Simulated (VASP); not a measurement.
# SrMg6Mn (Amm2) in VASP: reference runs, part 2 of 2

VASP 6.6.1.

**3. Single point, PBE, collinear spin, ferromagnetic start (atoms moved at random, drawn with an rms of 0.05 Å)**

The input, INCAR:

```
PREC = Accurate
ENCUT = 520
EDIFF = 1E-7
ISMEAR = -1
SIGMA = 0.05
LREAL = False
LASPH = True
NELM = 120
ALGO = Normal
ISIF = 2
LWAVE = False
LCHARG = False
ISPIN = 2
MAGMOM = 0 4 0 0 0 0 0 0
LORBIT = 11
LMAXMIX = 4
GGA = PE
NBANDS = 32
```

The input, KPOINTS:

```
regular mesh
0
Gamma
  5 5 5
```

The input, POSCAR:

```
SrMg6Mn
1.0
    5.0948380000      0.0000000000      0.0000000000
    0.0000000000      3.2698605000      5.6536340000
    0.0000000000     -3.2698605000      5.6536340000
Sr Mn Mg
1 1 6
Direct
    0.0067820000      0.3307320000      0.3353480000
   -0.0015070000      0.8493060000      0.8458360000
    0.5078910000      0.1383550000      0.1562390000
    0.5031170000      0.6815240000      0.6769140000
    0.5017850000      0.6912950000      0.1337760000
    0.4995160000      0.1426970000      0.6859080000
   -0.0031070000      0.8349320000      0.3283090000
   -0.0006090000      0.3291630000      0.8327600000
```

Potentials or basis: VASP PAW PBE potentials, release 64 (Sr_sv, Mn_pv, Mg).

Command:

```sh
cat potpaw_PBE.64/Sr_sv/POTCAR potpaw_PBE.64/Mn_pv/POTCAR potpaw_PBE.64/Mg/POTCAR > POTCAR
mpirun -np 1 vasp_std > vasp.out
```

OUTCAR:

```text
PREC = Accurate
   ENCUT = 520
   EDIFF = 1E-7
   ISMEAR = -1
   LREAL = False
   LASPH = True
   NELM = 120
   ISIF = 2
   ISPIN = 2
   LORBIT = 11
   GGA = PE

 ion  position               nearest neighbor table
   1  0.007  0.331  0.335-   6 3.20   8 3.24   5 3.25   2 3.25   6 3.26   7 3.26   7 3.27   5 3.29
                             8 3.29   3 3.30   2 3.30   3 3.31
   2  0.998  0.849  0.846-   5 3.01   6 3.04   5 3.04   6 3.05   8 3.09   7 3.11   4 3.16   4 3.20
                             1 3.25   1 3.30
   3  0.508  0.138  0.156-   5 3.00   7 3.03   6 3.06   8 3.11   7 3.12   8 3.18   4 3.22   1 3.30
                             1 3.31   4 3.36   6 3.47   5 3.54
   4  0.503  0.682  0.677-   5 3.02   6 3.04   2 3.16   2 3.20   7 3.20   3 3.22   8 3.22   7 3.25
                             8 3.25   3 3.36   6 3.49   5 3.52
   5  0.502  0.691  0.134-   6 2.94   3 3.00   2 3.01   4 3.02   2 3.04   7 3.17   7 3.21   1 3.25
                             1 3.29   4 3.52   3 3.54   6 3.60
   6  0.500  0.143  0.686-   5 2.94   2 3.04   4 3.04   2 3.05   3 3.06   8 3.17   8 3.17   1 3.20
                             1 3.26   3 3.47   4 3.49   5 3.60
   7  0.997  0.835  0.328-   3 3.03   2 3.11   3 3.12   5 3.17   4 3.20   5 3.21   8 3.24   4 3.25
                             1 3.26   1 3.27   8 3.30
   8  0.999  0.329  0.833-   2 3.09   3 3.11   6 3.17   6 3.17   3 3.18   4 3.22   7 3.24   1 3.24
                             4 3.25   1 3.29   7 3.30

  LATTYP: Found a base centered orthorhombic cell.
[... 1779 lines left out ...]
     5.094838000  0.000000000  0.000000000     0.196277095  0.000000000  0.000000000
     0.000000000  3.269860500  5.653634000     0.000000000  0.152911722  0.088438693
     0.000000000 -3.269860500  5.653634000     0.000000000 -0.152911722  0.088438693

 POSITION                                       TOTAL-FORCE (eV/Angst)
 -----------------------------------------------------------------------------------
      0.03455     -0.01509      3.76577        -0.116181      0.149792     -0.104279
      5.08716      0.01135      9.58371         0.034458     -0.029921      0.011561
      2.58762     -0.05848      1.66553        -0.117179      0.164428      0.196090
      2.56330      0.01507      7.68011        -0.054498     -0.054444     -0.233454
      2.55651      1.82301      4.66465         0.010570     -0.234462      0.054851
      2.54495     -1.77622      4.68463         0.068470      0.099167      0.121812
      5.07901      1.65659      6.57654         0.119787     -0.068192     -0.084144
      5.09174     -1.64669      6.56909         0.054572     -0.026368      0.037564
 -----------------------------------------------------------------------------------
    total drift:                                0.000344     -0.000071     -0.000180

  FREE ENERGIE OF THE ION-ELECTRON SYSTEM (eV)
  ---------------------------------------------------
  free  energy   TOTEN  =       -18.0588707145 eV

  energy  without entropy=      -18.0183814861  energy(sigma->0) =      -18.03862610

 total charge

# of ion       s       p       d       tot
------------------------------------------
    1        2.051   5.764   0.301   8.116
    2        0.320   6.139   4.924  11.383
    3        0.234   0.125   0.011   0.370
    4        0.196   0.117   0.012   0.325
    5        0.228   0.131   0.012   0.371
    6        0.229   0.131   0.012   0.372
    7        0.223   0.129   0.011   0.362
    8        0.223   0.126   0.011   0.360
--------------------------------------------------
tot          3.704  12.662   5.294  21.659

 magnetization (x)

# of ion       s       p       d       tot
------------------------------------------
    1       -0.004   0.005  -0.019  -0.018
    2        0.049   0.033   3.703   3.784
    3        0.003   0.005  -0.000   0.008
    4       -0.008  -0.004   0.000  -0.012
    5       -0.008  -0.007  -0.000  -0.015
    6       -0.007  -0.007  -0.000  -0.014
    7       -0.002  -0.007   0.000  -0.009
    8       -0.002  -0.007   0.000  -0.009
--------------------------------------------------
tot          0.021   0.011   3.683   3.715
```

OSZICAR:

```text
N       E                     dE             d eps       ncg     rms          rms(c)
DAV:   1     0.156449367641E+03    0.15645E+03   -0.15403E+04  9072   0.906E+02
DAV:   2    -0.821308373532E+01   -0.16466E+03   -0.15544E+03  8688   0.208E+02
DAV:   3    -0.191435083951E+02   -0.10930E+02   -0.10677E+02 12416   0.466E+01
[... 10 lines left out ...]
DAV:  14    -0.180588583717E+02   -0.61790E-04   -0.61267E-04  9920   0.167E-01    0.618E-02
DAV:  15    -0.180588680644E+02   -0.96927E-05   -0.63771E-05  9568   0.426E-02    0.302E-02
DAV:  16    -0.180588703741E+02   -0.23097E-05   -0.90775E-06 10104   0.213E-02    0.176E-02
DAV:  17    -0.180588705864E+02   -0.21232E-06   -0.32570E-06 10448   0.109E-02    0.743E-03
DAV:  18    -0.180588707925E+02   -0.20608E-06   -0.11490E-06  9792   0.687E-03    0.291E-03
DAV:  19    -0.180588707145E+02    0.77973E-07   -0.95532E-08  5520   0.175E-03
   1 F= -.18058871E+02 E0= -.18038626E+02  d E =-.404892E-01  mag=     3.8416
```

Wall time 19 min (1 thread of Intel Xeon Platinum 8488C (Sapphire Rapids), shared host); peak memory 0.8 GiB.

What came out:

```yaml
Free_energy: -18.0589 eV
Pressure: 2.2 GPa
Largest_force: 0.281 eV/Å
Band_gap_on_the_k_mesh: none (metal or under the smearing width)
Net_moment: 3.84 μB per cell
Site_moments: Sr -0.02; Mn +3.78; Mg +0.01, -0.01 μB
Valence_electrons_inside_the_program's_atomic_spheres: Sr 8.12; Mn 11.38; Mg 0.37, 0.33, 0.36
```

Forces on the atoms (eV/Å):
```
Sr  -0.116  0.150 -0.104
Mn   0.034 -0.030  0.012
Mg  -0.117  0.164  0.196
Mg  -0.054 -0.054 -0.233
Mg   0.011 -0.234  0.055
Mg   0.068  0.099  0.122
Mg   0.120 -0.068 -0.084
Mg   0.055 -0.026  0.038
```
